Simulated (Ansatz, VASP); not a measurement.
# KMgF3 in two plane-wave programs

Wanted: the spread between two codes on one cell, functional and k mesh. The cell is taken from a series of runs on this material, whose earlier steps may have relaxed, scaled, displaced or heated it; both programs get it as it stands.

Program: Ansatz 0.2.0. Level of theory: plane waves, with VASP 6.6.1 beside it; relaxation of cell and atoms at PBE with D3(BJ) and zone-centre phonons at PBE with D3(BJ). Results are calculated unless marked as measured.

## (1) The starting structure

The structure is cubic, space group Pm-3m (No. 221). The conventional cell has a = 4.016 Å, b = 4.016 Å, c = 4.016 Å, α = 90.00°, β = 90.00°, γ = 90.00°. K has 12 F at 2.84 Å nearest. Nearest to Mg lie 6 F at 2.01 Å. Nearest to F lie 2 Mg at 2.01 Å and 4 K at 2.84 Å. Farther neighbours and most contacts between anions are not listed.

Structure file:

```cif
data_structure
_symmetry_space_group_name_H-M 'P 1'
_symmetry_Int_Tables_number 1
_cell_length_a 4.0162
_cell_length_b 4.0162
_cell_length_c 4.0162
_cell_angle_alpha 90.000
_cell_angle_beta 90.000
_cell_angle_gamma 90.000
_cell_volume 64.78
loop_
_atom_site_label
_atom_site_type_symbol
_atom_site_fract_x
_atom_site_fract_y
_atom_site_fract_z
_atom_site_occupancy
K1 K 0.50000 0.50000 0.50000 1
Mg2 Mg 0.00000 0.00000 0.00000 1
F3 F 0.50000 0.00000 0.00000 1
F4 F 0.00000 0.50000 0.00000 1
F5 F 0.00000 0.00000 0.50000 1
```

## (2) Ansatz: relaxation of cell and atoms, PBE with D3(BJ)

Ansatz runs on its default PAW (the set named soft_2) files.

The relaxed volume is the usual yardstick between codes: in a stiff, nearly cubic crystal its relative difference is about their pressure difference at one cell divided by the bulk modulus.

File input.yaml:

```yaml
crystal:
  lattice:
    - [4.0162334896, 0.0, 0.0]
    - [0.0, 4.0162334896, 0.0]
    - [0.0, 0.0, 4.0162334896]
  atoms:
    - { symbol: K, position: [0.5, 0.5, 0.5] }
    - { symbol: Mg, position: [0.0, 0.0, 0.0] }
    - { symbol: F, position: [0.5, 0.0, 0.0] }
    - { symbol: F, position: [0.0, 0.5, 0.0] }
    - { symbol: F, position: [0.0, 0.0, 0.5] }
kpoints:
  mp_grid: { grid: [6, 6, 6] }
hamiltonian:
  xc: pbe
  dispersion: d3bj
scf:
  occupations: { method: fixed }
output:
  forces: true
  stress: true
  eigenvalues: true
relax:
  adjacent_minimum: "off"
  f_tol: 0.001
  max_steps: 60
  cell: { stress_tol: 0.01 }
```

Started as:

```sh
> ansatz run input.yaml --threads 8 --pin off --max-ram 14336MiB --backend cpu --events-out ev --progress --plain --runs-dir out
```

Numbers of over 12 decimals in the logs are rounded to 6 here.

Output:

```text
Engine: ansatz 0.2.0, aarch64-unknown-linux-gnu
Pseudopotentials: kind: paw
Pseudopotential: K, paw, valence charge 9, recommended cutoff 420 eV (normal), K.paw.azcp
Pseudopotential: Mg, paw, valence charge 10, recommended cutoff 420 eV (normal), Mg.paw.azcp
Pseudopotential: F, paw, valence charge 7, recommended cutoff 420 eV (normal), F.paw.azcp
Functional definition: PBE
  parameter kappa = 0.804
  parameter beta = 0.066725
  exchange = pbe_x(kappa = kappa, mu = beta*pi^2/3)
  correlation = pbe_c(beta = beta)
Crystal: 5 atoms, lattice volume = 64.782 Å³
Basis set: ecut = 420 eV, 1309 PW (Γ), exchange–correlation on 54×54×54 points (8 copies of the dense FFT grid, shifted against one another)
Bands: 25, of which v1, the nominal top of the filled ones, is band 20 counted from 1 (19 counted from 0)
Symmetry: 48 space group operations
Space group: Pm-3m (ITA 221), of the structure as read, at distance tolerance 4.0e-5 Å
k-points: 20 of 216
Non-local potential: K, projectors of the file, l = 0: 3, l = 1: 2, l = 2: 2
Non-local potential: Mg, projectors of the file, l = 0: 3, l = 1: 2, l = 2: 1
Non-local potential: F, projectors of the file, l = 0: 2, l = 1: 2, l = 2: 1
PAW form: soft (Blöchl's): semilocal exchange-correlation on the pseudo side does not see the compensation charge
PAW one-centre angular grid: K, 110 points (default); XC on 64 Gauss nodes
PAW one-centre angular grid: Mg, 110 points (default); XC on 64 Gauss nodes
PAW one-centre angular grid: F, 110 points (default); XC on 64 Gauss nodes
Initial density: superposition of atomic densities (neutral atoms: chi_scale 0, normalization atom), corrected by the library's trained network
Initial wavefunctions: pseudopotential atomic-orbital guess
Functional: x = pbe(κ = 0.804, μ = 0.219515), c = pbe(β = 0.066725)
SCF iter   1: F=—  HF=-5895.538695 eV  |F-HF|=—  |Δ(HF+E_count)|=         —  Δρ=4.99e-4  dr2=4.83e-5  ethr=1.77e-3  ⟨swp⟩=4.5  Hψ=2106  notcnv=0  defer=33
preconditioner: auto → Resta (q_TF=auto, 2.518 Å⁻¹)  ε∞=2.9  [insulator: Δε(μ)=7.158 eV  Ē_g=19.102 eV  n_scr=18 (ndim 8)  ℏωp=26.1 eV  f_vac=0.037  ε∞_Penn≈2.9]
SCF iter   2: F=—  HF=-5895.538569 eV  |F-HF|=—  |Δ(HF+E_count)|=   1.26e-4  Δρ=2.67e-4  dr2=1.87e-5  ethr=1.21e-7  ⟨swp⟩=3.0  Hψ=1286  notcnv=0  defer=54
SCF iter   3: F=—  HF=-5895.538705 eV  |F-HF|=—  |Δ(HF+E_count)|=   1.35e-4  Δρ=1.56e-4  dr2=9.31e-6  ethr=4.69e-8  ⟨swp⟩=2.0  Hψ=920  notcnv=0  defer=55
SCF iter   4: F=—  HF=-5895.538703 eV  |F-HF|=—  |Δ(HF+E_count)|=   1.50e-6  Δρ=3.75e-5  dr2=8.43e-7  ethr=2.33e-8  ⟨swp⟩=2.0  Hψ=677  notcnv=0  defer=55
SCF iter   5: F=—  HF=-5895.538704 eV  |F-HF|=—  |Δ(HF+E_count)|=   9.50e-7  Δρ=1.91e-5  dr2=1.42e-7  ethr=2.11e-9  ⟨swp⟩=2.0  Hψ=825  notcnv=0  defer=56
SCF iter   6: F=-5895.538704 eV  HF=-5895.538704 eV  |F-HF|=9.75e-9  |Δ(HF+E_count)|=   1.63e-7  Δρ=5.52e-6  dr2=1.22e-8  ethr=2.50e-10  ⟨swp⟩=9.3  Hψ=2644  notcnv=0
SCF 1 converged in 6 iterations: F = -5895.538704 eV  dr2 = 1.22e-8
  greatest PAW one-centre occupation: 1.000 electrons in one spin orbital (limit 2), on the Mg atom at site 1 (counted from 0), in its partial waves of l = 0
relax step   1: F+E_penalty+E_count = -5895.53870413 eV  Δ(F+E_penalty+E_count) = +0.000e0 eV  max|allowed force component| = 1.163e-28 eV/Å  Δτ_max = 0.0000 Å  P = +0.022 GPa  Ω = 64.782 Å³  (6 SCF iters, dr2 threshold 1.00e-7 eV, accepted)
[...]
relax step   2: F+E_penalty+E_count = -5895.53867677 eV  Δ(F+E_penalty+E_count) = +2.736e-5 eV  max|allowed force component| = 5.206e-30 eV/Å  Δτ_max = 0.0000 Å  P = +0.010 GPa  Ω = 64.791 Å³  energy of the carried Pulay correction = -2.825e-5 eV  (5 SCF iters, dr2 threshold 1.16e-9 eV, accepted)
[...]
relax step   3: F+E_penalty+E_count = -5895.53865024 eV  Δ(F+E_penalty+E_count) = +2.653e-5 eV  max|allowed force component| = 6.968e-30 eV/Å  Δτ_max = 0.0000 Å  P = +0.000 GPa  Ω = 64.800 Å³  energy of the carried Pulay correction = -5.507e-5 eV  (5 SCF iters, dr2 threshold 2.75e-10 eV, accepted)
[...]
relax step   4: F+E_penalty+E_count = -5895.53865024 eV  Δ(F+E_penalty+E_count) = -1.373e-10 eV  max|allowed force component| = 7.455e-30 eV/Å  Δτ_max = 0.0000 Å  P = +0.002 GPa  Ω = 64.800 Å³  stress off target by 2.08e-3 GPa  SCF on the basis re-selected at this cell (its energy is not comparable with the rows above)  (10 SCF iters)
basis re-selected at this cell: Δ(F+E_penalty+E_count) = -1.373e-10 eV, ΔP = +0.002 GPa vs the last step (what re-selecting the basis moved, of the pressure what is left beyond the Pulay correction that the steps carried, after the strain that the cell walked since its last selection, with what the two solves' SCF thresholds leave and, on support functions, any second-order correction that the steps lacked; it is no  [...]
SCF converged after 10 iterations
Free energy (F): -5895.538650 eV
Harris-Foulkes:  -5895.538650 eV  (|F-HF|=9.09e-13)
Internal energy: -5895.538650 eV  (E = F + TS)
E sigma→0 (E₀):  -5895.538650 eV
Fermi energy:    2.634484 eV
--- Per-component energies (eV) ---
  E_band       = -509.055465
  E_kinetic    = 955.878508
  E_local      = -3764.880513  (includes V_loc(G=0)·N_el)
  E_nonlocal   = 327.807128
  E_hartree    = 1370.447603
  E_xc         = -406.981637
  E_vxc        = -513.577048  (∫ρ·V_xc dr)
  E_paw        = -1676.162174  (= ΣΔE_a)
  E_vpaw       = -255.185042  (= ΣTr[D̂ρ^β])
  E_aug_tail   = 0.006302  (compensation charges beyond the density's cutoff)
  E_ewald      = -2700.841100
  E_disp       = -0.812767  (pairwise vdW)
  E_smearing   = -0.000000  (= −TS)
  E_closure    = -0.000000  (closes the sum)
  Σ components = -5895.538650   (vs F -5895.538650, Δ=0.00e0)
--- Forces (eV/Å), atoms counted from 1 ---
  atom   1  K     -0.00000000    -0.00000000     0.00000000
  atom   2  Mg    -0.00000000     0.00000000    -0.00000000
  atom   3  F      0.00000000     0.00000000     0.00000000
  atom   4  F      0.00000000     0.00000000     0.00000000
  atom   5  F      0.00000000     0.00000000    -0.00000000
  max |Σ_I F_I| component: 1.01e-29 eV/Å
--- Stress (GPa, compression-positive) ---
        0.002082       0.000000       0.000000
        0.000000       0.002082       0.000000
        0.000000       0.000000       0.002082
  P = ⅓ Tr σ = 0.0021 GPa (0.021 kbar)
--- Band table (eV; the first three rows and the last of 20) ---
  k-point 0: bands = [... 16 lower, 2.0327, 2.3148, 2.3148, 2.3148, 9.7978, 12.6922, 12.6922, 14.7904, ... 1 higher]
  k-point 1: bands = [... 16 lower, 1.9790, 2.0660, 2.2644, 2.2644, 10.2714, 12.9272, 12.9639, 14.9102, ... 1 higher]
  k-point 2: bands = [... 16 lower, 1.8637, 1.8637, 2.1682, 2.1682, 11.4347, 13.3590, 13.4245, 15.1735, ... 1 higher]
  k-point 19: bands = [... 16 lower, 1.5455, 2.6345, 2.6345, 2.6345, 13.0062, 13.0062, 13.0062, 16.4559, ... 1 higher]
--- Relaxed structure (3 steps of the walk, 3 accepted, 1 SCFs on fresh bases) ---
  F+E_penalty+E_count = -5895.53865024 eV   max|allowed force component| = 7.455e-30 eV/Å   (the final SCF, on the basis selected at the relaxed cell)
  cell:  # Å, volume = 64.7997 Å³
    - [4.016591, 0.0, 0]
    - [0.0, 4.016591, 0.0]
    - [0, 0.0, 4.016591]
  atoms:
    - { symbol: K, position: [0.5, 0.5, 0.5] }
    - { symbol: Mg, position: [0, 0, 0] }
    - { symbol: F, position: [0.5, 0, 0] }
    - { symbol: F, position: [0, 0.5, 0] }
    - { symbol: F, position: [0, 0, 0.5] }
```

## (3) VASP: relaxation of cell and atoms, PBE with D3(BJ)

The same cell, functional and mesh now go to VASP, with its own data sets.

Lines of VASP's logs that name or quote its potential files are left out, and so is its time.

File INCAR:

```
SYSTEM = KMgF3
PREC = Accurate
ENCUT = 600
EDIFF = 1E-07
NELM = 120
ISMEAR = 0
SIGMA = 0.01
LREAL = .FALSE.
ALGO = Normal
GGA = PE
IVDW = 12
NBANDS = 22
LORBIT = 11
LWAVE = .FALSE.
LCHARG = .FALSE.
ISIF = 3
IBRION = 2
NSW = 80
EDIFFG = -0.005
LASPH = .TRUE.
GGA_COMPAT = .FALSE.
NELMIN = 4
EFERMI = MIDGAP
KPAR = 2
```

File POSCAR:

```
KMgF3
1.0
    4.0162330000      0.0000000000      0.0000000000
    0.0000000000      4.0162330000      0.0000000000
    0.0000000000      0.0000000000      4.0162330000
K Mg F
1 1 3
Direct
    0.5000001245      0.5000001245      0.5000001245
    0.0000000000      0.0000000000      0.0000000000
    0.5000001245      0.0000000000      0.0000000000
    0.0000000000      0.5000001245      0.0000000000
    0.0000000000      0.0000000000      0.5000001245
```

File KPOINTS:

```
Automatic mesh
0
Gamma
6 6 6
0 0 0
```

PAW data sets: K_sv, Mg and F (PBE family, release 64).

Started as:

```sh
> mpirun -np 2 vasp_std
```

Output:

```text
[banner, memory and clock lines left out]
running    2 mpi-ranks, on    1 nodes
 distrk:  each k-point on    1 cores,    2 groups
 distr:  one band on    1 cores,    1 groups

 POSCAR found type information on POSCAR K MgF
 POSCAR found :  3 types and       5 ions
 LDA part: xc-table for (Slater+PW92), standard interpolation
 POSCAR, INCAR and KPOINTS ok, starting setup
 FFT: planning ... GRIDC
 FFT: planning ... GRID_SOFT
 FFT: planning ... GRID
 WAVECAR not read
 entering main loop
       N       E                     dE             d eps       ncg     rms          rms(c)
DAV:   1     0.262230312303E+03    0.26223E+03   -0.19102E+04   888   0.157E+03
DAV:   2    -0.129115559400E+02   -0.27514E+03   -0.26542E+03  1146   0.389E+02
DAV:   3    -0.259651813382E+02   -0.13054E+02   -0.12995E+02  1162   0.809E+01
DAV:   4    -0.266519820962E+02   -0.68680E+00   -0.68609E+00  1430   0.107E+01
DAV:   5    -0.266554847758E+02   -0.35027E-02   -0.35026E-02  1120   0.779E-01    0.897E+00
DAV:   6    -0.244551548419E+02    0.22003E+01   -0.81381E+00  1006   0.206E+01    0.383E+00
DAV:   7    -0.244486613988E+02    0.64934E-02   -0.24071E-01  1180   0.302E+00    0.235E+00
DAV:   8    -0.244479337819E+02    0.72762E-03   -0.80786E-02  1084   0.280E+00    0.336E-01
DAV:   9    -0.244472952431E+02    0.63854E-03   -0.20712E-02  1114   0.102E+00    0.152E-01
DAV:  10    -0.244473540410E+02   -0.58798E-04   -0.17285E-03  1138   0.308E-01    0.780E-02
DAV:  11    -0.244473562023E+02   -0.21613E-05   -0.18460E-05  1104   0.331E-02    0.714E-02
DAV:  12    -0.244473532815E+02    0.29208E-05   -0.42657E-05   916   0.535E-02    0.130E-02
DAV:  13    -0.244473526061E+02    0.67538E-06   -0.16617E-06  1132   0.118E-02    0.799E-03
DAV:  14    -0.244473520760E+02    0.53009E-06   -0.15933E-06  1028   0.921E-03    0.325E-03
DAV:  15    -0.244473518695E+02    0.20651E-06   -0.51376E-07  1172   0.521E-03    0.475E-04
DAV:  16    -0.244473518333E+02    0.36168E-07   -0.15834E-08   512   0.908E-04
   1 F= -.25260117E+02 E0= -.25260117E+02  d E =-.252601E+02
 curvature:   0.00 expect dE= 0.000E+00 dE for cont linesearch  0.000E+00
 trial: gam= 0.00000 g(F)=  0.000E+00 g(S)=  0.128E-02 ort = 0.000E+00 (trialstep = 0.100E+01)
 search vector abs. value=  0.128E-02
 bond charge predicted
       N       E                     dE             d eps       ncg     rms          rms(c)
DAV:   1    -0.244549276145E+02   -0.75757E-02   -0.22400E-01   940   0.417E+00    0.852E-01
DAV:   2    -0.244439177007E+02    0.11010E-01   -0.47573E-02   958   0.164E+00    0.163E-01
DAV:   3    -0.244433253055E+02    0.59240E-03   -0.10351E-03  1202   0.258E-01    0.942E-02
DAV:   4    -0.244432109173E+02    0.11439E-03   -0.45239E-04  1512   0.116E-01    0.716E-02
DAV:   5    -0.244432318147E+02   -0.20897E-04   -0.37253E-05  1390   0.407E-02    0.880E-03
DAV:   6    -0.244432319209E+02   -0.10615E-06   -0.14900E-05  1476   0.284E-02    0.466E-03
DAV:   7    -0.244432333079E+02   -0.13870E-05   -0.12803E-06  1172   0.596E-03    0.989E-04
DAV:   8    -0.244432335320E+02   -0.22414E-06   -0.21995E-08   644   0.109E-03    0.112E-04
DAV:   9    -0.244432335350E+02   -0.30118E-08   -0.34318E-09   488   0.529E-04
   2 F= -.25260871E+02 E0= -.25260871E+02  d E =-.753613E-03
 trial-energy change:   -0.000754  1 .order   -0.000749   -0.001277   -0.000221
 step:   1.2037(harm=  1.2097)  dis= 0.00000  next Energy=   -25.260894 (dE=-0.776E-03)
 bond charge predicted
       N       E                     dE             d eps       ncg     rms          rms(c)
DAV:   1    -0.244427440418E+02    0.48949E-03   -0.93188E-03   946   0.849E-01    0.174E-01
DAV:   2    -0.244422863001E+02    0.45774E-03   -0.19781E-03   964   0.333E-01    0.332E-02
DAV:   3    -0.244422609175E+02    0.25383E-04   -0.42938E-05  1196   0.524E-02    0.195E-02
DAV:   4    -0.244422564749E+02    0.44426E-05   -0.18871E-05  1524   0.235E-02    0.148E-02
DAV:   5    -0.244422586526E+02   -0.21777E-05   -0.15043E-06  1382   0.813E-03    0.180E-03
DAV:   6    -0.244422589035E+02   -0.25092E-06   -0.59733E-07  1334   0.572E-03    0.110E-03
DAV:   7    -0.244422591026E+02   -0.19908E-06   -0.58145E-08   734   0.135E-03    0.414E-04
DAV:   8    -0.244422591730E+02   -0.70442E-07   -0.49507E-09   458   0.537E-04
   3 F= -.25260895E+02 E0= -.25260895E+02  d E =-.777477E-03
 curvature:  -0.60 expect dE=-0.662E-08 dE for cont linesearch -0.662E-08
 trial: gam=-0.00292 g(F)=  0.507E-47 g(S)=  0.110E-07 ort = 0.374E-05 (trialstep = 0.104E+01)
 search vector abs. value=  0.100E-09
 reached required accuracy - stopping structural energy minimisation
```

Parts of OUTCAR (step 3):

```text
ion  position               nearest neighbor table
   1  0.500  0.500  0.500-   3 2.84   4 2.84   5 2.84   3 2.84   4 2.84   3 2.84   5 2.84   4 2.84
                             5 2.84   3 2.84   4 2.84   5 2.84   2 3.48   2 3.48   2 3.48   2 3.48
   2  0.000  0.000  0.000-   3 2.01   4 2.01   5 2.01   3 2.01   4 2.01   5 2.01   1 3.48   1 3.48
                             1 3.48   1 3.48   1 3.48   1 3.48   1 3.48   1 3.48
   3  0.500  0.000  0.000-   2 2.01   2 2.01   1 2.84   1 2.84   1 2.84   1 2.84
   4  0.000  0.500  0.000-   2 2.01   2 2.01   1 2.84   1 2.84   1 2.84   1 2.84
   5  0.000  0.000  0.500-   2 2.01   2 2.01   1 2.84   1 2.84   1 2.84   1 2.84

  LATTYP: Found a simple cubic cell.
 ALAT       =     4.0162330000

 Subroutine GETGRP returns: Found 48 space group operations
 (whereof 48 operations were pure point group operations)

The static configuration has the point symmetry O_h .

 Found     20 irreducible k-points:

   k-points           NKPTS =     20   k-points in BZ     NKDIM =     20   number of bands    NBANDS=     22

   dimension x,y,z NGX =    32 NGY =   32 NGZ =   32
   dimension x,y,z NGXF=    64 NGYF=   64 NGZF=   64

   ENCUT  =  600.0 eV  44.10 Ry    6.64 a.u.   8.02  8.02  8.02*2*pi/ulx,y,z

   NELECT =      32.0000    total number of electrons

 k-points in reciprocal lattice and weights: Automatic mesh
   0.00000000  0.00000000  0.00000000       0.005
   0.16666667  0.00000000  0.00000000       0.028
   0.33333333  0.00000000  0.00000000       0.028
   0.50000000  0.00000000  0.00000000       0.014
   0.16666667  0.16666667  0.00000000       0.056
   0.33333333  0.16666667  0.00000000       0.111
   0.50000000  0.16666667  0.00000000       0.056
   0.33333333  0.33333333  0.00000000       0.056
   0.50000000  0.33333333  0.00000000       0.056
[...]
0.50000000  0.50000000  0.33333333       0.028
   0.50000000  0.50000000  0.50000000       0.005

 Edisp (eV)   -0.81764

 average (electrostatic) potential at core
       1 -34.5763       2 -38.4915       3 -77.5727       4 -77.5727       5 -77.5727

 E-fermi :   1.9138

 k-point     1 :       0.0000    0.0000    0.0000
  band No.  band energies     occupation
    ...
     12      -2.2900      2.00000
     13      -2.2900      2.00000
     14      -2.0036      2.00000
     15      -2.0036      2.00000
     16      -2.0036      2.00000
     17       5.5092      0.00000
     18       8.3806      0.00000
     19       8.3806      0.00000
     20      10.5180      0.00000
     21      10.5180      0.00000
    ...

 k-point     2 :       0.1667    0.0000    0.0000
  band No.  band energies     occupation
    ...
     12      -2.3448      2.00000
     13      -2.3448      2.00000
     14      -2.2560      2.00000
     15      -2.0550      2.00000
     16      -2.0550      2.00000
     17       5.9865      0.00000
     18       8.6202      0.00000
     19       8.6591      0.00000
     20      10.6437      0.00000
     21      10.6522      0.00000
    ...

 k-point     3 :       0.3333    0.0000    0.0000
  band No.  band energies     occupation
    ...
     12      -2.4694      2.00000
     13      -2.4622      2.00000
     14      -2.4622      2.00000
     15      -2.1537      2.00000
     16      -2.1537      2.00000
     17       7.1566      0.00000
     18       9.0733      0.00000
     19       9.1281      0.00000
     20      10.9236      0.00000
     21      10.9236      0.00000
    ...

 Edisp (eV)   -0.81864

  Total      -0.00062    -0.00062    -0.00062    -0.00000    -0.00000     0.00000
  in kB      -0.01533    -0.01533    -0.01533    -0.00000    -0.00000     0.00000
  external pressure =       -0.02 kB  Pullay stress =        0.00 kB

  energy-cutoff  :      600.00
  volume of cell :       64.31
      direct lattice vectors                 reciprocal lattice vectors
     4.006435044  0.000000000 -0.000000000     0.249598456  0.000000000  0.000000000
    -0.000000000  4.006435044  0.000000000    -0.000000000  0.249598456  0.000000000
    -0.000000000 -0.000000000  4.006435044     0.000000000 -0.000000000  0.249598456

 POSITION                                       TOTAL-FORCE (eV/Angst)
 -----------------------------------------------------------------------------------
      2.00322      2.00322      2.00322         0.000000      0.000000      0.000000
      0.00000      0.00000      0.00000        -0.000000     -0.000000      0.000000
      2.00322      0.00000     -0.00000        -0.000000     -0.000000      0.000000
     -0.00000      2.00322      0.00000        -0.000000     -0.000000      0.000000
     -0.00000     -0.00000      2.00322         0.000000      0.000000      0.000000
 -----------------------------------------------------------------------------------
    total drift:                               -0.001210     -0.001210     -0.001210

  FREE ENERGIE OF THE ION-ELECTRON SYSTEM (eV)
  ---------------------------------------------------
  free  energy   TOTEN  =       -25.2608949000 eV

  energy  without entropy=      -25.2608949000  energy(sigma->0) =      -25.26089490

 reached required accuracy - stopping structural energy minimisation

 total charge
# of ion       s       p       d       tot
------------------------------------------
    1        1.956   5.595   0.027   7.578
    2        0.123   0.155   0.076   0.354
    3        1.726   4.409   0.000   6.135
    4        1.726   4.409   0.000   6.135
    5        1.726   4.409   0.000   6.135
--------------------------------------------------
tot          7.257  18.979   0.103  26.338

[... 3 further parts left out ...]
```

CONTCAR:

```
KMgF3
   1.00000000000000
     4.0064350437583451    0.0000000000000000   -0.0000000000000000
    -0.0000000000000000    4.0064350437583451    0.0000000000000000
    -0.0000000000000000   -0.0000000000000000    4.0064350437583451
  K               Mg              F
     1     1     3
Direct
     0.5000001244999979    0.5000001244999979    0.5000001244999979
     0.0000000000000000    0.0000000000000000    0.0000000000000000
     0.5000001244999979    0.0000000000000000    0.0000000000000000
     0.0000000000000000    0.5000001244999979    0.0000000000000000
     0.0000000000000000    0.0000000000000000    0.5000001244999979
```

(Part 1 of 2 ends here.)

[Lines on the potential files, build, host, timing and source positions are cut from VASP's logs without a mark.]

[Logs are printed without paths, hosts, clocks, repeated set-up lines and the standing remarks that a program may print on its own settings, such as how far it seeks lower states.]

[Hosts, paths, dates, database ids (printed as entryN), source tags and the programs' standing remarks are cut or masked in the printed files.]
